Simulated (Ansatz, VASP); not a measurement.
# MoS2 in two plane-wave programs, part 2 of 2

One calculation is typed for both programs; each brings its own data sets. How far apart do they land? The structure shown comes from an earlier Ansatz run, which isn't shown and may have moved the atoms alone.

VASP 6.6.1 and Ansatz 0.2.0.

So far: The structure; Ansatz: elastic constants, LDA.

### Step 3. VASP: elastic constants, LDA

Level of this step: LDA, no spin polarisation; plane waves and PAW (Mo_sv, S) (VASP).

The same cell, functional (in two slightly different forms), mesh and smearing now go to VASP, with its own data sets.

Lines of VASP's logs that name or quote its potential files are left out, and so is its time.

INCAR

```
SYSTEM = MoS2
PREC = Accurate
ENCUT = 500
EDIFF = 1E-08
NELM = 120
ISMEAR = 0
SIGMA = 0.02
LREAL = .FALSE.
ALGO = Normal
GGA = CA
NBANDS = 32
LASPH = .TRUE.
LORBIT = 11
LWAVE = .FALSE.
LCHARG = .FALSE.
ISIF = 3
IBRION = 6
NFREE = 2
POTIM = 0.015
NSW = 1
GGA_COMPAT = .FALSE.
EFERMI = MIDGAP
KPAR = 2
```

POSCAR

```
MoS2
1.0
    3.1221271447      0.0000000000      0.0000000000
   -1.5610635724      2.7038414212      0.0000000000
    0.0000000000      0.0000000000     12.0785403663
Mo S
2 4
Direct
    0.3333333333      0.6666666667      0.2500000000
    0.6666666667      0.3333333333      0.7500000000
    0.3333333333      0.6666666667      0.6213242847
    0.6666666667      0.3333333333      0.1213242847
    0.3333333333      0.6666666667      0.8786757153
    0.6666666667      0.3333333333      0.3786757153
```

KPOINTS

```
Automatic mesh
0
Gamma
9 9 2
0 0 0
```

The projector-augmented-wave data sets are Mo_sv and S (LDA family, release 64).

Run with:

```sh
mpirun -np 2 vasp_std
```

Numbers of over 12 decimals in the logs are rounded to 6 here.

What it wrote:

```text
[banner, memory and clock lines left out]
running    2 mpi-ranks, on    1 nodes
 distrk:  each k-point on    1 cores,    2 groups
 distr:  one band on    1 cores,    1 groups

 POSCAR found type information on POSCAR MoS
 POSCAR found :  2 types and       6 ions
 LDA part: xc-table for (Slater(with rela. corr.)+CA(PZ))
 , standard interpolation
 POSCAR, INCAR and KPOINTS ok, starting setup
 FFT: planning ... GRIDC
 FFT: planning ... GRID_SOFT
 FFT: planning ... GRID
 WAVECAR not read
 entering main loop
       N       E                     dE             d eps       ncg     rms          rms(c)
DAV:   1     0.466459190650E+03    0.46646E+03   -0.28717E+04  1720   0.151E+03
DAV:   2    -0.229006754897E+02   -0.48936E+03   -0.47603E+03  1832   0.408E+02
DAV:   3    -0.512605223359E+02   -0.28360E+02   -0.28144E+02  2000   0.846E+01
DAV:   4    -0.517968352916E+02   -0.53631E+00   -0.53473E+00  1832   0.117E+01
DAV:   5    -0.518094149227E+02   -0.12580E-01   -0.12572E-01  1936   0.173E+00    0.375E+01
DAV:   6    -0.496481595381E+02    0.21613E+01   -0.17151E+01  1768   0.248E+01    0.125E+01
DAV:   7    -0.492741696915E+02    0.37399E+00   -0.72965E+00  1760   0.156E+01    0.903E+00
DAV:   8    -0.489577704168E+02    0.31640E+00   -0.12504E+00  1904   0.685E+00    0.267E+00
DAV:   9    -0.489648944570E+02   -0.71240E-02   -0.10665E-01  2016   0.154E+00    0.113E+00
DAV:  10    -0.489575214013E+02    0.73731E-02   -0.44221E-02  1896   0.130E+00    0.241E-01
DAV:  11    -0.489574399913E+02    0.81410E-04   -0.20199E-03  1904   0.261E-01    0.125E-01
DAV:  12    -0.489574104293E+02    0.29562E-04   -0.14281E-04  1896   0.590E-02    0.832E-02
DAV:  13    -0.489573912216E+02    0.19208E-04   -0.19120E-04  1992   0.748E-02    0.203E-02
DAV:  14    -0.489573894324E+02    0.17892E-05   -0.20441E-05  1888   0.285E-02    0.104E-02
DAV:  15    -0.489573894568E+02   -0.24435E-07   -0.80637E-07  1920   0.496E-03    0.386E-03
DAV:  16    -0.489573893085E+02    0.14831E-06   -0.71131E-07  1968   0.533E-03    0.598E-04
DAV:  17    -0.489573893120E+02   -0.34643E-08   -0.35200E-08  1616   0.108E-03
   1 F= -.48957389E+02 E0= -.48957389E+02  d E =0.000000E+00
[... from here on, the cycles between the ionic steps are left out ...]
   2 F= -.48939027E+02 E0= -.48939027E+02  d E =0.000000E+00
   3 F= -.48934574E+02 E0= -.48934574E+02  d E =0.000000E+00
  14 F= -.48954974E+02 E0= -.48954974E+02  d E =0.000000E+00
  15 F= -.48954974E+02 E0= -.48954974E+02  d E =0.000000E+00
  16 F= -.48953823E+02 E0= -.48953823E+02  d E =0.000000E+00
  17 F= -.48953823E+02 E0= -.48953823E+02  d E =0.000000E+00
  18 F= -.48956232E+02 E0= -.48956232E+02  d E =0.000000E+00
  19 F= -.48956232E+02 E0= -.48956232E+02  d E =0.000000E+00
  20 F= -.48955114E+02 E0= -.48955114E+02  d E =0.000000E+00
 Finite differences progress:
  Degree of freedom:  10/ 10
  Displacement:        1/  2
  Total:              19/ 20
 bond charge predicted
       N       E                     dE             d eps       ncg     rms          rms(c)
DAV:   1    -0.489529900873E+02    0.21238E-02   -0.10177E+00  1560   0.359E+00    0.726E-01
DAV:   2    -0.489557718818E+02   -0.27818E-02   -0.35165E-02  1896   0.842E-01    0.415E-01
DAV:   3    -0.489556807900E+02    0.91092E-04   -0.55311E-04  1728   0.138E-01    0.236E-01
DAV:   4    -0.489556399933E+02    0.40797E-04   -0.36779E-04  1880   0.864E-02    0.526E-02
DAV:   5    -0.489556295989E+02    0.10394E-04   -0.95753E-05  1880   0.581E-02    0.254E-02
DAV:   6    -0.489556270042E+02    0.25946E-05   -0.90632E-06  1944   0.158E-02    0.201E-02
DAV:   7    -0.489556264619E+02    0.54235E-06   -0.17828E-06  1752   0.675E-03    0.135E-02
DAV:   8    -0.489556261822E+02    0.27972E-06   -0.17631E-06  1880   0.674E-03    0.288E-03
DAV:   9    -0.489556261957E+02   -0.13526E-07   -0.37173E-07  1496   0.292E-03    0.848E-04
DAV:  10    -0.489556261942E+02    0.14606E-08   -0.13479E-08  1192   0.682E-04
  21 F= -.48955626E+02 E0= -.48955626E+02  d E =0.000000E+00
 Finite differences progress:
  Degree of freedom:  10/ 10
  Displacement:        2/  2
  Total:              20/ 20
```

Parts of OUTCAR (step 3):

```text
ion  position               nearest neighbor table
   1  0.333  0.667  0.250-   4 2.38   6 2.38   4 2.38   6 2.38   4 2.38   6 2.38
   2  0.667  0.333  0.750-   3 2.38   5 2.38   3 2.38   5 2.38   3 2.38   5 2.38
   3  0.333  0.667  0.621-   2 2.38   2 2.38   2 2.38
   4  0.667  0.333  0.121-   1 2.38   1 2.38   1 2.38
   5  0.333  0.667  0.879-   2 2.38   2 2.38   2 2.38
   6  0.667  0.333  0.379-   1 2.38   1 2.38   1 2.38

  LATTYP: Found a hexagonal cell.
 ALAT       =     3.1221271447
 C/A-ratio  =     3.8686894564

 Subroutine GETGRP returns: Found 24 space group operations
 (whereof 12 operations were pure point group operations)

The static configuration has the point symmetry D_3d.
 The point group associated with its full space group is D_6h.

 Found     24 irreducible k-points:

   k-points           NKPTS =     24   k-points in BZ     NKDIM =     24   number of bands    NBANDS=     32

   dimension x,y,z NGX =    24 NGY =   24 NGZ =   90
   dimension x,y,z NGXF=    48 NGYF=   48 NGZF=  180

   ENCUT  =  500.0 eV  36.75 Ry    6.06 a.u.   5.69  5.69 22.02*2*pi/ulx,y,z

   NELECT =      52.0000    total number of electrons

 k-points in reciprocal lattice and weights: Automatic mesh
   0.00000000  0.00000000  0.00000000       0.006
   0.11111111 -0.00000000  0.00000000       0.037
   0.22222222 -0.00000000  0.00000000       0.037
   0.33333333 -0.00000000  0.00000000       0.037
   0.44444444 -0.00000000  0.00000000       0.037
   0.11111111  0.11111111  0.00000000       0.037
   0.22222222  0.11111111  0.00000000       0.074
   0.33333333  0.11111111  0.00000000       0.074
   0.44444444  0.11111111  0.00000000       0.037
[...]
0.33333333  0.22222222  0.50000000       0.074
   0.33333333  0.33333333  0.50000000       0.012

 average (electrostatic) potential at core
       1 -74.1568       2 -74.1553       3 -84.3672       4 -84.3771       5 -84.3687
       6 -84.3793

 E-fermi :   8.4642

 k-point     1 :       0.0000    0.0000    0.0000
  band No.  band energies     occupation
    ...
     22       5.8836      2.00000
     23       5.8836      2.00000
     24       6.6483      2.00000
     25       6.9188      2.00000
     26       8.0514      2.00000
     27      10.2012      0.00000
     28      10.2012      0.00000
     29      10.2343      0.00000
     30      10.2343      0.00000
     31      10.3782      0.00000
    ...

 k-point     2 :       0.1111   -0.0000    0.0000
  band No.  band energies     occupation
    ...
     22       5.5894      2.00000
     23       5.9620      2.00000
     24       6.6827      2.00000
     25       7.0736      2.00000
     26       7.6560      2.00000
     27       9.9729      0.00000
     28      10.0122      0.00000
     29      10.1135      0.00000
     30      10.1376      0.00000
     31      10.2293      0.00000
    ...

 k-point     3 :       0.2222   -0.0000    0.0000
  band No.  band energies     occupation
    ...
     22       5.4624      2.00000
     23       5.7449      2.00000
     24       6.5307      2.00000
     25       6.5976      2.00000
     26       6.7188      2.00000
     27       9.2255      0.00000
     28       9.7272      0.00000
     29      10.0106      0.00000
     30      10.0388      0.00000
     31      10.1306      0.00000
    ...

 Eigenvectors and eigenvalues of the dynamical matrix
 ----------------------------------------------------

   1 f  =   14.237567 THz    89.457273 2PiTHz  474.914122 cm-1    58.881820 meV
             X         Y         Z           dx          dy          dz
     -0.000000  1.802561  3.019635    -0.000000    0.000000   -0.443689
      1.561064  0.901280  9.058905    -0.000000   -0.000000    0.443689
     -0.000000  1.802561  7.504690     0.000000    0.000000   -0.389320
      1.561064  0.901280  1.465420     0.000000   -0.000000    0.389320
     -0.000000  1.802561 10.613120     0.000000   -0.000000   -0.389320
      1.561064  0.901280  4.573850     0.000000   -0.000000    0.389320

   2 f  =   14.125175 THz    88.751093 2PiTHz  471.165126 cm-1    58.417004 meV
             X         Y         Z           dx          dy          dz
     -0.000000  1.802561  3.019635     0.000000   -0.000000    0.447613
      1.561064  0.901280  9.058905    -0.000000   -0.000000    0.447613
     -0.000000  1.802561  7.504690     0.000000    0.000000   -0.387068
      1.561064  0.901280  1.465420    -0.000000    0.000000   -0.387068
     -0.000000  1.802561 10.613120     0.000000   -0.000000   -0.387068
      1.561064  0.901280  4.573850    -0.000000    0.000000   -0.387068

   3 f  =   12.387834 THz    77.835057 2PiTHz  413.213664 cm-1    51.231942 meV
             X         Y         Z           dx          dy          dz
     -0.000000  1.802561  3.019635     0.000000   -0.000000   -0.000000
      1.561064  0.901280  9.058905    -0.000000   -0.000000   -0.000000
     -0.000000  1.802561  7.504690     0.000000    0.000000   -0.500000
      1.561064  0.901280  1.465420    -0.000000    0.000000   -0.500000
     -0.000000  1.802561 10.613120     0.000000    0.000000    0.500000
      1.561064  0.901280  4.573850    -0.000000    0.000000    0.500000

   4 f  =   12.256302 THz    77.008619 2PiTHz  408.826239 cm-1    50.687971 meV
             X         Y         Z           dx          dy          dz
     -0.000000  1.802561  3.019635     0.000000   -0.000000   -0.000000
      1.561064  0.901280  9.058905     0.000000    0.000000   -0.000000
     -0.000000  1.802561  7.504690    -0.000000   -0.000000    0.500000
      1.561064  0.901280  1.465420    -0.000000    0.000000   -0.500000
     -0.000000  1.802561 10.613120    -0.000000   -0.000000   -0.500000
      1.561064  0.901280  4.573850    -0.000000    0.000000    0.500000

   5 f  =   11.665473 THz    73.296329 2PiTHz  389.118295 cm-1    48.244498 meV
             X         Y         Z           dx          dy          dz
     -0.000000  1.802561  3.019635    -0.182514    0.408757    0.000000
      1.561064  0.901280  9.058905    -0.182514    0.408757    0.000000
     -0.000000  1.802561  7.504690     0.157803   -0.353414    0.000000
      1.561064  0.901280  1.465420     0.157803   -0.353414   -0.000000
     -0.000000  1.802561 10.613120     0.157803   -0.353414   -0.000000
      1.561064  0.901280  4.573850     0.157803   -0.353414    0.000000

   6 f  =   11.665473 THz    73.296329 2PiTHz  389.118295 cm-1    48.244498 meV
             X         Y         Z           dx          dy          dz
     -0.000000  1.802561  3.019635     0.408757    0.182514   -0.000000
      1.561064  0.901280  9.058905     0.408757    0.182514    0.000000
     -0.000000  1.802561  7.504690    -0.353414   -0.157803   -0.000000
      1.561064  0.901280  1.465420    -0.353414   -0.157803    0.000000
     -0.000000  1.802561 10.613120    -0.353414   -0.157803    0.000000
      1.561064  0.901280  4.573850    -0.353414   -0.157803   -0.000000

   7 f  =   11.651130 THz    73.206211 2PiTHz  388.639873 cm-1    48.185181 meV
             X         Y         Z           dx          dy          dz
     -0.000000  1.802561  3.019635     0.182024   -0.407652   -0.000000
      1.561064  0.901280  9.058905    -0.182024    0.407652   -0.000000
     -0.000000  1.802561  7.504690     0.158090   -0.354050    0.000000
      1.561064  0.901280  1.465420    -0.158090    0.354050    0.000000
     -0.000000  1.802561 10.613120     0.158090   -0.354050   -0.000000
      1.561064  0.901280  4.573850    -0.158090    0.354050   -0.000000

   8 f  =   11.651130 THz    73.206211 2PiTHz  388.639873 cm-1    48.185181 meV
             X         Y         Z           dx          dy          dz
     -0.000000  1.802561  3.019635     0.407652    0.182024   -0.000000
      1.561064  0.901280  9.058905    -0.407652   -0.182024   -0.000000
     -0.000000  1.802561  7.504690     0.354050    0.158090    0.000000
      1.561064  0.901280  1.465420    -0.354050   -0.158090    0.000000
     -0.000000  1.802561 10.613120     0.354050    0.158090   -0.000000
      1.561064  0.901280  4.573850    -0.354050   -0.158090    0.000000

   9 f  =    8.701018 THz    54.670111 2PiTHz  290.234731 cm-1    35.984504 meV
             X         Y         Z           dx          dy          dz
     -0.000000  1.802561  3.019635     0.000000   -0.000000    0.000000
      1.561064  0.901280  9.058905    -0.000000    0.000000   -0.000000
     -0.000000  1.802561  7.504690    -0.203859    0.456554    0.000000
      1.561064  0.901280  1.465420    -0.203859    0.456554   -0.000000
     -0.000000  1.802561 10.613120     0.203859   -0.456554    0.000000
      1.561064  0.901280  4.573850     0.203859   -0.456554    0.000000

  10 f  =    8.701018 THz    54.670111 2PiTHz  290.234731 cm-1    35.984504 meV
             X         Y         Z           dx          dy          dz
     -0.000000  1.802561  3.019635     0.000000    0.000000   -0.000000
      1.561064  0.901280  9.058905    -0.000000   -0.000000    0.000000
     -0.000000  1.802561  7.504690     0.456554    0.203859   -0.000000
      1.561064  0.901280  1.465420     0.456554    0.203859    0.000000
     -0.000000  1.802561 10.613120    -0.456554   -0.203859    0.000000
      1.561064  0.901280  4.573850    -0.456554   -0.203859    0.000000

  11 f  =    8.623019 THz    54.180024 2PiTHz  287.632940 cm-1    35.661923 meV
             X         Y         Z           dx          dy          dz
     -0.000000  1.802561  3.019635     0.000000   -0.000000    0.000000
      1.561064  0.901280  9.058905     0.000000   -0.000000    0.000000
     -0.000000  1.802561  7.504690     0.203859   -0.456554   -0.000000
      1.561064  0.901280  1.465420    -0.203859    0.456554   -0.000000
     -0.000000  1.802561 10.613120    -0.203859    0.456554   -0.000000
      1.561064  0.901280  4.573850     0.203859   -0.456554    0.000000

  12 f  =    8.623019 THz    54.180024 2PiTHz  287.632940 cm-1    35.661923 meV
             X         Y         Z           dx          dy          dz
     -0.000000  1.802561  3.019635     0.000000   -0.000000   -0.000000
      1.561064  0.901280  9.058905     0.000000   -0.000000   -0.000000
     -0.000000  1.802561  7.504690    -0.456554   -0.203859    0.000000
      1.561064  0.901280  1.465420     0.456554    0.203859    0.000000
     -0.000000  1.802561 10.613120     0.456554    0.203859   -0.000000
      1.561064  0.901280  4.573850    -0.456554   -0.203859    0.000000

  13 f  =    1.676176 THz    10.531727 2PiTHz   55.911226 cm-1     6.932105 meV
             X         Y         Z           dx          dy          dz
     -0.000000  1.802561  3.019635     0.000000   -0.000000    0.550582
      1.561064  0.901280  9.058905     0.000000    0.000000   -0.550582
     -0.000000  1.802561  7.504690     0.000000    0.000000   -0.313736
      1.561064  0.901280  1.465420     0.000000   -0.000000    0.313736
     -0.000000  1.802561 10.613120     0.000000    0.000000   -0.313736
      1.561064  0.901280  4.573850     0.000000   -0.000000    0.313736
    [... 43 further lines ...]
     -0.000000  1.802561 10.613120    -0.299345    0.102906    0.000000
      1.561064  0.901280  4.573850    -0.299345    0.102906    0.000000

 ELASTIC MODULI CONTR FROM IONIC RELAXATION (kBar)
 Direction    XX          YY          ZZ          XY          YZ          ZX
 --------------------------------------------------------------------------------
 XX        -434.7506   -281.2725   -980.5640      0.0000      0.0000     -0.0000
 YY        -281.2725   -434.7506   -980.5640      0.0000     -0.0000      0.0000
 ZZ        -980.5640   -980.5640  -2685.6837      0.0000     -0.0000      0.0000
 XY           0.0000      0.0000      0.0000    -76.7390      0.0000      0.0000
 YZ          -0.0000     -0.0000     -0.0000      0.0000  -1361.6201      0.0000
 ZX           0.0000     -0.0000      0.0000     -0.0000      0.0000  -1361.6200
 --------------------------------------------------------------------------------

 TOTAL ELASTIC MODULI (kBar)
 Direction    XX          YY          ZZ          XY          YZ          ZX
 --------------------------------------------------------------------------------
 XX        2438.9575    594.6905    116.4550     -0.0000      0.0000     -0.0000
 YY         594.6905   2438.9575    116.4550     -0.0000     -0.0000      0.0000
 ZZ         116.4550    116.4550    540.0256     -0.0000     -0.0000      0.0000
 XY          -0.0000     -0.0000     -0.0000    922.1335      0.0000      0.0000
 YZ          -0.0000     -0.0000     -0.0000      0.0000    202.3015     -0.0000
 ZX           0.0000     -0.0000      0.0000     -0.0000     -0.0000    202.3015
 --------------------------------------------------------------------------------

 total charge
# of ion       s       p       d       tot
------------------------------------------
    1        2.304   6.237   4.030  12.571
    2        2.304   6.237   4.030  12.571
    3        1.363   2.340   0.000   3.703
    4        1.363   2.340   0.000   3.703
    5        1.363   2.340   0.000   3.703
    6        1.363   2.340   0.000   3.703
--------------------------------------------------
tot         10.062  21.833   8.059  39.954

[... 3 further parts left out ...]
```

This run has no spin polarisation, so a moment on Mo, if there is one, isn't seen. The last energy, forces, stress and levels in OUTCAR belong to the last displaced cell, not to the cell of POSCAR.

Levels, forces or a CONTCAR printed for this step are those of its last displaced cell, not of the structure at rest.

### Step 4. Side by side

Known differences besides the potentials themselves: the two LDA forms differ slightly; the cutoff is 420 eV in Ansatz and 500 eV in VASP; VASP's log shows a relativistic correction to its local exchange, Ansatz's none; VASP takes each elastic constant from one size of strain, Ansatz from those that its log lists. Total energies have different zeros and are not compared.

The two programs side by side:

```
 quantity  Ansatz   VASP  difference
C11 (GPa)   242.9  243.9     -0.40 %
C22 (GPa)   242.9  243.9     -0.40 %
C33 (GPa)    52.7   54.0     -2.45 %
C12 (GPa)    59.2   59.5     -0.52 %
C13 (GPa)    11.3   11.7     -2.62 %
C23 (GPa)    11.3   11.7     -2.62 %
C44 (GPa)    20.3   20.2     +0.43 %
C55 (GPa)    20.3   20.2     +0.43 %
C66 (GPa)    91.9   92.2     -0.36 %
```

### Step 5. Outcome

- difference in C13 (elastic constants, LDA): -2.6 %

In words: The difference in C13 is -2.6 % (elastic constants, LDA), within the 5 % picked in this series as the mark of a large difference. How closely two codes agree says nothing of how well the functional describes the real material.

[Lines on the potential files, build, host, timing and source positions are cut from VASP's logs without a mark.]

[Logs are printed without paths, hosts, clocks, repeated set-up lines and the standing remarks that a program may print on its own settings, such as how far it seeks lower states.]

[Hosts, paths, dates, database ids (printed as entryN), source tags and the programs' standing remarks are cut or masked in the printed files.]
